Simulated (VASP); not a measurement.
The system is BaHfO3.

```
CELL_PARAMETERS angstrom
4.16957 0.00000 0.00000
0.00000 4.16957 0.00000
0.00000 0.00000 4.17038
ATOMIC_POSITIONS crystal
Ba 0.50000 0.50000 0.99642
Hf 0.00000 0.00000 0.49788
O 0.00000 0.50000 0.49889
O 0.50000 0.00000 0.49889
O 0.00000 0.00000 0.99794
```

The cell comes from a database or a generator and needn't be the stable form of this composition.

```yaml
Program: VASP 6.6.1
Task: relaxation of cell and atoms
Functional: PBE
Potentials_or_basis: VASP PAW PBE potentials, release 64 (Ba_sv, Hf_pv, O)
Cutoff: 600 eV
k_mesh: 4 × 4 × 4
Occupations: gaussian, width 0.1 eV
Spin: no spin polarisation
```

At the start: pressure 3.6 GPa; volume 14.50 Å³/atom.

**Question.** How do energy, volume and symmetry change on relaxing?

**Answer.** Over 3 steps the energy falls by 3.5 meV/atom and the volume is 14.82 Å³/atom (+2.2 %); space group Pm-3m (No. 221, to 0.05 Å).

Step by step:
```
step  energy change (eV)  largest force (eV/Å)  pressure (GPa)  volume (Å³)
   1              0.0000                0.0244            3.62        72.50
   2              0.0054                0.0117           -3.78        75.99
   3             -0.0176                0.0180           -0.07        74.10
```

Final structure:
```cif
data_structure
_symmetry_space_group_name_H-M 'P 1'
_symmetry_Int_Tables_number 1
_cell_length_a 4.2001
_cell_length_b 4.2001
_cell_length_c 4.2005
_cell_angle_alpha 90.000
_cell_angle_beta 90.000
_cell_angle_gamma 90.000
_cell_volume 74.10
loop_
_atom_site_label
_atom_site_type_symbol
_atom_site_fract_x
_atom_site_fract_y
_atom_site_fract_z
_atom_site_occupancy
Ba1 Ba 0.50000 0.50000 0.99656 1
Hf1 Hf 0.00000 0.00000 0.49778 1
O1 O 0.00000 0.50000 0.49882 1
O2 O 0.50000 0.00000 0.49882 1
O3 O 0.00000 0.00000 0.99805 1
```
